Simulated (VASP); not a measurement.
OSZICAR of a VASP run on LiCl (rock salt):

### OSZICAR
```
       N       E                     dE             d eps       ncg     rms          rms(c)
DAV:   1     0.447509466593E+02    0.44751E+02   -0.42370E+03   846   0.102E+03
DAV:   2    -0.298385942651E+01   -0.47735E+02   -0.47356E+02  1112   0.167E+02
DAV:   3    -0.492244689549E+01   -0.19386E+01   -0.19357E+01  1085   0.380E+01
DAV:   4    -0.496045104820E+01   -0.38004E-01   -0.37971E-01  1252   0.542E+00
DAV:   5    -0.496089699745E+01   -0.44595E-03   -0.44593E-03  1163   0.504E-01    0.231E+00
DAV:   6    -0.490255944131E+01    0.58338E-01   -0.14492E-01   944   0.231E+00    0.164E+00
DAV:   7    -0.490708951464E+01   -0.45301E-02   -0.50392E-02  1162   0.156E+00    0.838E-01
DAV:   8    -0.491125665788E+01   -0.41671E-02   -0.87492E-03   945   0.851E-01    0.126E-01
DAV:   9    -0.491125607388E+01    0.58400E-06   -0.30791E-04  1149   0.160E-01    0.366E-02
DAV:  10    -0.491132097444E+01   -0.64901E-04   -0.10814E-04   937   0.974E-02    0.920E-03
DAV:  11    -0.491132685165E+01   -0.58772E-05   -0.31848E-06  1233   0.194E-02    0.537E-03
DAV:  12    -0.491132788330E+01   -0.10316E-05   -0.50699E-07   947   0.667E-03    0.977E-04
DAV:  13    -0.491132756701E+01    0.31629E-06   -0.38684E-08   808   0.206E-03    0.936E-04
DAV:  14    -0.491132759228E+01   -0.25268E-07   -0.56845E-09   477   0.729E-04
   1 F= -.49113276E+01 E0= -.49113276E+01  d E =0.000000E+00
```

Task: Which electronic solver shows in the log?

Result: It is blocked Davidson (ALGO = Normal, or the opening steps of other solvers). The INCAR had ALGO = Normal.

Task: Can the final energy be trusted as converged?

Result: The run converged. It stopped with EDIFF = 1E-7, NELM = 100 (vdW-DF-cx, plane waves, VASP's PBE PAW potentials (set 64)).

The compound is LiCl in the rock salt structure. It was relaxed first.
